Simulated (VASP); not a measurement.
The system is WSe2.

```
W Se
1.0
     3.27023    0.00000    0.00000
    -1.63512    2.83210    0.00000
     0.00000    0.00000   14.45117
W Se
2 4
Direct
  0.33333 0.66667 0.25000
  0.66667 0.33333 0.75000
  0.33333 0.66667 0.63553
  0.66667 0.33333 0.13553
  0.33333 0.66667 0.86447
  0.66667 0.33333 0.36447
```

The cell isn't the ideal one: a relaxed cell with its volume scaled by 0.96.

- Program: VASP 6.6.1
- Task: relaxation of shape and atoms at fixed volume
- Functional: PBE
- Potentials or basis: VASP PAW PBE potentials, release 64 (W, Se)
- Cutoff: 300 eV
- k mesh: 5 × 5 × 1
- Occupations: gaussian, width 0.03 eV
- Spin: no spin polarisation

At the start: pressure 5.4 GPa; volume 22.31 Å³/atom.

**Question.** Where does the relaxation end?

**Answer.** Over 8 steps the energy falls by 13.7 meV/atom; space group P6_3/mmc (No. 194, to 0.05 Å).

The path:
```csv
step,energy change (eV),largest force (eV/Å),pressure (GPa)
1,0.0000,0.7236,5.35
2,-0.0472,0.0124,2.29
3,-0.0474,0.0580,2.48
4,-0.0704,0.0453,1.65
5,-0.0822,0.0283,0.54
6,-0.0822,0.0276,0.50
7,-0.0822,0.0246,0.28
8,-0.0823,0.0018,0.38
```

Final structure:
```cif
data_structure
_symmetry_space_group_name_H-M 'P 1'
_symmetry_Int_Tables_number 1
_cell_length_a 3.3104
_cell_length_b 3.3104
_cell_length_c 14.1026
_cell_angle_alpha 90.000
_cell_angle_beta 90.000
_cell_angle_gamma 120.000
_cell_volume 133.84
loop_
_atom_site_label
_atom_site_type_symbol
_atom_site_fract_x
_atom_site_fract_y
_atom_site_fract_z
_atom_site_occupancy
W1 W 0.33333 0.66667 0.25000 1
W2 W 0.66667 0.33333 0.75000 1
Se1 Se 0.33333 0.66667 0.63105 1
Se2 Se 0.66667 0.33333 0.13105 1
Se3 Se 0.33333 0.66667 0.86895 1
Se4 Se 0.66667 0.33333 0.36895 1
```

Caveat: the k mesh is coarse (spacing up to 0.44 Å⁻¹), so the values aren't converged; this functional lacks dispersion, which binds the layers, so the pressure and a relaxed spacing across them are unreliable.
